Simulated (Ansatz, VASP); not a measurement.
# CsSe4Cl in two plane-wave programs

Aim: how closely do two programs agree when they are given the same cell, functional and k mesh? The cell is generated by rule, not measured, and may not be a known phase. The cell is taken from a series of runs on this material, whose earlier steps may have relaxed, scaled, displaced or heated it; both programs get it as it stands.

Program: Ansatz 0.2.0. Level of theory: plane waves, with VASP 6.6.1 beside it; relaxation of cell and atoms at PBEsol. Results are calculated unless marked as measured.

The structure was built from a prototype and need not be the compound's stable phase.

### 1. The starting structure

Symmetry: F-43m, No. 216, cubic system. The conventional cell has a = 9.839 Å, b = 9.839 Å, c = 9.839 Å, α = 90.00°, β = 90.00°, γ = 90.00°. Nearest to Cs lie 12 Se at 4.03 Å. Nearest to Cl lie 4 Se at 2.58 Å. Nearest to Se lie 1 Cl at 2.58 Å and 3 Se at 2.75 Å and 3 Cs at 4.03 Å. Farther neighbours and most contacts between anions are not listed.

### 2. Ansatz: relaxation of cell and atoms, PBEsol

Ansatz runs on its default PAW (the set named soft_2) files.

The relaxed volume is the usual yardstick between codes: in a stiff, nearly cubic crystal its relative difference is about their pressure difference at one cell divided by the bulk modulus.

File input.yaml:

```yaml
crystal:
  lattice:
    - [0.0, 4.9192945779, 4.9192945779]
    - [4.9192945779, 0.0, 4.9192945779]
    - [4.9192945779, 4.9192945779, 0.0]
  atoms:
    - { symbol: Cs, position: [0.5, 0.5, 0.5] }
    - { symbol: Cl, position: [0.0, 0.0, 0.0] }
    - { symbol: Se, position: [0.1512827517, 0.1512827517, 0.1512827517] }
    - { symbol: Se, position: [0.5461517448, 0.1512827517, 0.1512827517] }
    - { symbol: Se, position: [0.1512827517, 0.1512827517, 0.5461517448] }
    - { symbol: Se, position: [0.1512827517, 0.5461517448, 0.1512827517] }
kpoints:
  mp_grid: { grid: [6, 6, 6] }
hamiltonian:
  xc: pbesol
scf:
  occupations: { method: gaussian, width: 0.1 }
output:
  forces: true
  stress: true
  eigenvalues: true
  write_density: true
  write_potential: true
  elf: true
  volumetric_format: npy
relax:
  adjacent_minimum: "off"
  f_tol: 0.005
  max_steps: 80
  cell: { stress_tol: 0.05 }
```

Run with:

```console
> ansatz run input.yaml --threads 8 --pin off --max-ram 14336MiB --backend cpu --events-out ev --progress --plain --runs-dir out
```

Numbers of over 12 decimals in the logs are rounded to 6 here.

The program printed:

```text
Engine: ansatz 0.2.0, x86_64-unknown-linux-gnu
Pseudopotentials: kind: paw
Pseudopotential: Cs, paw, valence charge 9, recommended cutoff 420 eV (normal), Cs.paw.azcp
Pseudopotential: Cl, paw, valence charge 7, recommended cutoff 420 eV (normal), Cl.paw.azcp
Pseudopotential: Se, paw, valence charge 16, recommended cutoff 420 eV (normal), Se.paw.azcp
Functional definition: PBEsol
  exchange = pbesol_x
  correlation = pbesol_c
Crystal: 6 atoms, lattice volume = 238.089 Å³
Basis set: ecut = 420 eV, 4645 PW (Γ), exchange–correlation on 96×96×96 points (8 copies of the dense FFT grid, shifted against one another)
Bands: 48, of which v1, the nominal top of the filled ones, is band 40 counted from 1 (39 counted from 0)
Symmetry: 24 space group operations
Space group: F-43m (ITA 216), of the structure as read, at distance tolerance 6.2e-5 Å
k-points: 16 of 216 (time reversal used)
Non-local potential: Cs, projectors of the file, l = 0: 3, l = 1: 2, l = 2: 2, l = 3: 2
Non-local potential: Cl, projectors of the file, l = 0: 2, l = 1: 2, l = 2: 2
Non-local potential: Se, projectors of the file, l = 0: 2, l = 1: 2, l = 2: 3, l = 3: 1
PAW form: soft (Blöchl's): semilocal exchange-correlation on the pseudo side does not see the compensation charge
PAW frozen core: Cs, regenerated for the run's functional, and the local potential with it (the file was generated under x = pbe(κ = 0.804, μ = 0.219515), c = pbe(β = 0.066725))
PAW frozen core: Cl, regenerated for the run's functional, and the local potential with it (the file was generated under x = pbe(κ = 0.804, μ = 0.219515), c = pbe(β = 0.066725))
PAW frozen core: Se, regenerated for the run's functional, and the local potential with it (the file was generated under x = pbe(κ = 0.804, μ = 0.219515), c = pbe(β = 0.066725))
PAW one-centre angular grid: Cs, 194 points (default); XC on 64 Gauss nodes
PAW one-centre angular grid: Cl, 110 points (default); XC on 64 Gauss nodes
PAW one-centre angular grid: Se, 590 points (default); XC on 64 Gauss nodes
Initial density: superposition of atomic densities (neutral atoms: chi_scale 0, normalization atom), corrected by the library's trained network
Initial wavefunctions: pseudopotential atomic-orbital guess
Functional: x = pbesol(κ = 0.804, μ = 0.123457), c = pbesol(β = 0.046)
SCF iter   1: F=—  HF=-28342.968314 eV  |F-HF|=—  |Δ(HF+E_count)|=         —  Δρ=2.79e-3  dr2=2.34e-2  ethr=1.77e-3  ⟨swp⟩=7.8  Hψ=3054  notcnv=0
preconditioner: auto → LDOS  [metal: Δε(μ)=0.006 eV  Ē_g=9.560 eV  σ=0.100 eV  W_gap=0.04  n_scr=58 (ndim 8)  ℏωp=14.8 eV  f_vac=0.266  D(μ)=9.18/eV (n_scr^D=64)  β→1.0]
SCF iter   2: F=—  HF=-28342.969999 eV  |F-HF|=—  |Δ(HF+E_count)|=   1.69e-3  Δρ=1.37e-3  dr2=5.83e-3  ethr=2.92e-5  ⟨swp⟩=3.0  Hψ=1763  notcnv=0  defer=3
SCF iter   3: F=—  HF=-28342.968448 eV  |F-HF|=—  |Δ(HF+E_count)|=   1.55e-3  Δρ=3.91e-4  dr2=8.81e-4  ethr=7.29e-6  ⟨swp⟩=3.0  Hψ=1637  notcnv=0  defer=3
SCF iter   4: F=—  HF=-28342.968341 eV  |F-HF|=—  |Δ(HF+E_count)|=   1.07e-4  Δρ=1.41e-4  dr2=6.50e-5  ethr=1.10e-6  ⟨swp⟩=2.0  Hψ=910  notcnv=0  defer=3
SCF iter   5: F=—  HF=-28342.968317 eV  |F-HF|=—  |Δ(HF+E_count)|=   2.45e-5  Δρ=4.34e-5  dr2=1.23e-5  ethr=8.13e-8  ⟨swp⟩=2.0  Hψ=1035  notcnv=0  defer=3
SCF iter   6: F=—  HF=-28342.968318 eV  |F-HF|=—  |Δ(HF+E_count)|=   1.07e-6  Δρ=1.56e-5  dr2=1.40e-6  ethr=1.54e-8  ⟨swp⟩=3.0  Hψ=1408  notcnv=0  defer=3
SCF iter   7: F=-28342.968318 eV  HF=-28342.968318 eV  |F-HF|=3.35e-9  |Δ(HF+E_count)|=   2.11e-7  Δρ=4.97e-6  dr2=7.12e-8  ethr=1.25e-10  ⟨swp⟩=12.6  Hψ=5654  notcnv=0
SCF 1 converged in 7 iterations: F = -28342.968318 eV  dr2 = 7.12e-8
  greatest PAW one-centre occupation: 1.000 electrons in one spin orbital (limit 2), on the Se atom at site 2 (counted from 0), in its partial waves of l = 2
relax step   1: F+E_penalty+E_count = -28342.96831758 eV  Δ(F+E_penalty+E_count) = +0.000e0 eV  max|allowed force component| = 4.661e-3 eV/Å  Δτ_max = 0.0000 Å  P = -0.011 GPa  Ω = 238.089 Å³  (7 SCF iters, dr2 threshold 1.00e-7 eV, accepted)
Initial density: handed on by an earlier stage of this run
Initial wavefunctions: pseudopotential atomic-orbital guess (no wavefunctions were taken with the density)
iter 1 solved again at ethr=7.96e-8 eV; its pass at ethr=3.10e-3 eV (dr2=6.36e-5 eV) is discarded
SCF iter   1: F=—  HF=-28342.968383 eV  |F-HF|=—  |Δ(HF+E_count)|=         —  Δρ=4.93e-6  dr2=7.13e-8  ethr=7.96e-8  ⟨swp⟩=3.9  Hψ=4987  notcnv=0
preconditioner: auto → LDOS  [metal: Δε(μ)=0.009 eV  Ē_g=9.584 eV  σ=0.100 eV  W_gap=0.05  n_scr=58 (ndim 8)  ℏωp=14.8 eV  f_vac=0.264  D(μ)=9.12/eV (n_scr^D=64)  β→1.0]
SCF iter   2: F=—  HF=-28342.968318 eV  |F-HF|=—  |Δ(HF+E_count)|=   6.56e-5  Δρ=2.57e-6  dr2=2.74e-8  ethr=8.91e-11  ⟨swp⟩=2.1  Hψ=1414  notcnv=0
SCF iter   3: F=—  HF=-28342.968318 eV  |F-HF|=—  |Δ(HF+E_count)|=   9.06e-9  Δρ=1.11e-6  dr2=5.47e-9  ethr=3.43e-11  ⟨swp⟩=2.0  Hψ=1410  notcnv=0
SCF iter   4: F=—  HF=-28342.968318 eV  |F-HF|=—  |Δ(HF+E_count)|=  1.56e-10  Δρ=6.50e-7  dr2=1.18e-9  ethr=6.84e-12  ⟨swp⟩=3.0  Hψ=1507  notcnv=0
SCF iter   5: F=-28342.968318 eV  HF=-28342.968318 eV  |F-HF|=1.46e-11  |Δ(HF+E_count)|=  3.64e-11  Δρ=1.24e-7  dr2=4.52e-11  ethr=1.00e-12  ⟨swp⟩=6.6  Hψ=4262  notcnv=0
SCF 2 converged in 5 iterations: F = -28342.968318 eV  dr2 = 4.52e-11
relax step   2: F+E_penalty+E_count = -28342.96831760 eV  Δ(F+E_penalty+E_count) = -1.752e-8 eV  max|allowed force component| = 4.669e-3 eV/Å  Δτ_max = 0.0000 Å  P = -0.011 GPa  Ω = 238.089 Å³  stress off target by 1.05e-2 GPa  SCF on the basis re-selected at this cell (its energy is not comparable with the rows above)  (5 SCF iters)
basis re-selected at this cell: Δ(F+E_penalty+E_count) = -1.752e-8 eV, ΔP = +0.000 GPa vs the last step (what re-selecting the basis moved, of the pressure what is left beyond the Pulay correction that the steps carried, after the strain that the cell walked since its last selection, with what the two solves' SCF thresholds leave and, on support functions, any second-order correction that the steps lacked; it is no m [...]
WARN: The output density's exchange-correlation potential varies sharply where the density is thin. Do not read a vacuum level from v_tot or v_xc, or from such a field of the output density. On a cell that repeats whose density bears no net charge and no dipole along the vacuum's axis use v_es (v_loc + v_h of the components); under efield.dipole_correction with no amplitude use v_es + v_field, which holds any externa [...]
SCF converged after 5 iterations
Free energy (F): -28342.968318 eV
Harris-Foulkes:  -28342.968318 eV  (|F-HF|=1.46e-11)
Internal energy: -28342.922730 eV  (E = F + TS)
E sigma→0 (E₀):  -28342.945524 eV
Entropy (-TS):   -0.045587 eV (-7.598 meV/atom)
Fermi energy:    3.986710 eV
--- Per-component energies (eV) ---
  E_band       = -1916.357117
  E_kinetic    = 771.192060
  E_local      = -14520.033408  (includes V_loc(G=0)·N_el)
  E_nonlocal   = -2305.628390
  E_hartree    = 6962.650404
  E_xc         = -688.139816
  E_vxc        = -634.524300  (∫ρ·V_xc dr)
  E_paw        = -13098.600049  (= ΣΔE_a)
  E_vpaw       = 847.337875  (= ΣTr[D̂ρ^β])
  E_aug_tail   = -0.002247  (compensation charges beyond the density's cutoff)
  E_ewald      = -5468.617679
  E_core_change = 4.256394  (= ΣΔE_core)
  E_smearing   = -0.045587  (= −TS)
  E_closure    = -0.000000  (closes the sum)
  Σ components = -28342.968318   (vs F -28342.968318, Δ=0.00e0)
--- Forces (eV/Å), atoms counted from 1 ---
  atom   1  Cs    -0.00000000     0.00000000    -0.00000000
  atom   2  Cl    -0.00000000     0.00000000    -0.00000000
  atom   3  Se    -0.00466933    -0.00466933    -0.00466933
  atom   4  Se    -0.00466933     0.00466933     0.00466933
  atom   5  Se     0.00466933     0.00466933    -0.00466933
  atom   6  Se     0.00466933    -0.00466933     0.00466933
  max |Σ_I F_I| component: 5.55e-16 eV/Å
--- Stress (GPa, compression-positive) ---
       -0.010505      -0.000000       0.000000
       -0.000000      -0.010505      -0.000000
       -0.000000      -0.000000      -0.010505
  P = ⅓ Tr σ = -0.0105 GPa (-0.105 kbar)
--- Band table (eV; the first three rows and the last of 16) ---
  k-point 0: bands = [... 36 lower, 1.6882, 1.6882, 4.2181, 4.2181, 4.2181, 4.9841, 4.9841, 4.9841, ... 4 higher]
  k-point 1: bands = [... 36 lower, 1.5966, 1.5966, 4.0436, 4.0436, 4.2213, 4.9501, 5.1320, 5.1320, ... 4 higher]
  k-point 2: bands = [... 36 lower, 1.4195, 1.4195, 3.8021, 3.8021, 4.2277, 4.9097, 5.3262, 5.3262, ... 4 higher]
  k-point 15: bands = [... 36 lower, 1.4023, 1.9590, 3.4268, 3.7211, 4.0736, 4.5186, 5.6127, 5.7715, ... 4 higher]
--- Relaxed structure (1 steps of the walk, 1 accepted, 1 SCFs on fresh bases) ---
  F+E_penalty+E_count = -28342.96831760 eV   max|allowed force component| = 4.669e-3 eV/Å   (the final SCF, on the basis selected at the relaxed cell)
  cell:  # Å, volume = 238.0885 Å³
    - [0.0, 4.9192945779, 4.9192945779]
    - [4.9192945779, 0.0, 4.9192945779]
    - [4.9192945779, 4.9192945779, 0.0]
  atoms:
    - { symbol: Cs, position: [0.5, 0.5, 0.5] }
    - { symbol: Cl, position: [-2.0816681711721682e-17, -2.0816681711721682e-17, -2.0816681711721682e-17] }
    - { symbol: Se, position: [0.151282751725, 0.151282751725, 0.151282751725] }
    - { symbol: Se, position: [0.546151744825, 0.151282751725, 0.151282751725] }
    - { symbol: Se, position: [0.151282751725, 0.151282751725, 0.546151744825] }
    - { symbol: Se, position: [0.151282751725, 0.546151744825, 0.151282751725] }
```

The column dr2 measures how far the density is from self-consistency, as an energy; F and HF (Harris–Foulkes) agree once it is small.

(Part 1 of 2 ends here.)

[Lines on the potential files, build, host, timing and source positions are cut from VASP's logs without a mark.]

[Logs are printed without paths, hosts, clocks, repeated set-up lines and the standing remarks that a program may print on its own settings, such as how far it seeks lower states.]

[Hosts, paths, dates, database ids (printed as entryN), source tags and the programs' standing remarks are cut or masked in the printed files.]
